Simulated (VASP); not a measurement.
OSZICAR of a VASP run on Ni (fcc):

OSZICAR:
```
       N       E                     dE             d eps       ncg     rms          rms(c)
DAV:   1     0.535335043917E+02    0.53534E+02   -0.65176E+03  7256   0.206E+03
DAV:   2     0.929808638975E+01   -0.44235E+02   -0.43048E+02  8211   0.279E+02
DAV:   3     0.710172695050E+01   -0.21964E+01   -0.21244E+01 10273   0.807E+01
DAV:   4     0.707127709345E+01   -0.30450E-01   -0.30434E-01 10812   0.971E+00
DAV:   5     0.707076994108E+01   -0.50715E-03   -0.50711E-03 10742   0.101E+00    0.826E+00
DAV:   6    -0.201180101381E+01   -0.90826E+01   -0.17433E+01  7046   0.524E+01    0.570E+00
DAV:   7    -0.246313846124E+01   -0.45134E+00   -0.12579E+00  8932   0.172E+01    0.914E+00
DAV:   8    -0.171764531660E+01    0.74549E+00   -0.64979E+00  7844   0.369E+01    0.182E+00
DAV:   9    -0.171734200128E+01    0.30332E-03   -0.25752E-02  7945   0.191E+00    0.913E-01
DAV:  10    -0.171834207259E+01   -0.10001E-02   -0.83716E-02  8142   0.302E+00    0.588E-01
DAV:  11    -0.171422836752E+01    0.41137E-02   -0.15343E-02  8040   0.156E+00    0.217E-01
DAV:  12    -0.171373621346E+01    0.49215E-03   -0.26372E-03  8218   0.627E-01    0.657E-02
DAV:  13    -0.171370274241E+01    0.33471E-04   -0.67137E-04  9102   0.335E-01    0.238E-02
DAV:  14    -0.171369809944E+01    0.46430E-05   -0.13408E-05  9042   0.508E-02    0.111E-02
DAV:  15    -0.171369637344E+01    0.17260E-05   -0.14671E-05  8167   0.399E-02    0.465E-03
DAV:  16    -0.171369668252E+01   -0.30907E-06   -0.23054E-06  7751   0.214E-02    0.238E-03
DAV:  17    -0.171369651845E+01    0.16407E-06   -0.10823E-07  3661   0.542E-03    0.120E-03
DAV:  18    -0.171369648947E+01    0.28979E-07   -0.29601E-09  3623   0.885E-04
   1 F= -.17136965E+01 E0= -.17139541E+01  d E =0.772727E-03  mag=     0.6232
```

Task: Which electronic solver shows in the log?

Result: It is blocked Davidson (ALGO = Normal, or the opening steps of other solvers). The INCAR had ALGO = Normal.

Task: How was spin treated?

Result: Collinear spin (ISPIN = 2): the summary line carries one mag value, 0.62 μB in the cell.

Task: Can the final energy be trusted as converged?

Result: The calculation finished and met its thresholds. It stopped with EDIFF = 1E-7, NELM = 100 (revTPSS meta-GGA, plane waves, VASP's PBE PAW potentials (set 64)).

The compound is Ni in the fcc structure. This cell is one point of a volume scan, at 1.03 of the reference volume.
